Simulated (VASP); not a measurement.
Consider the following.

```
CELL_PARAMETERS angstrom
      0.00000     2.89236     2.89236
      2.89236     0.00000     2.89236
      2.89236     2.89236     0.00000
ATOMIC_POSITIONS crystal
  Cd 0.00000 0.00000 0.00000
  S  0.25000 0.25000 0.25000
```

These are PBE GGA, VASP's PBE PAW potentials (set 64) (plane waves; VASP) values and carry that method's errors. Numerical set-up: 500 eV cut-off, 8×8×8 Γ-centred mesh, Gaussian smearing of 0.050 eV, potentials Cd S.

Predict the energy per atom (σ→0), pressure, band gap (on the k-mesh) with the smallest direct gap where there is one.

```
Property                                         Result
-----------------------------------  ------------------
band gap (on the k-mesh)                        1.20 eV
smallest direct gap (on the k-mesh)             1.20 eV
energy per atom (σ→0)                -293.8 kJ/mol-atom
pressure                                       4.99 GPa
```

The compound is CdS in the zinc blende structure, a metastable form; wurtzite is the usual one. It was relaxed first under an external pressure of 5 GPa.
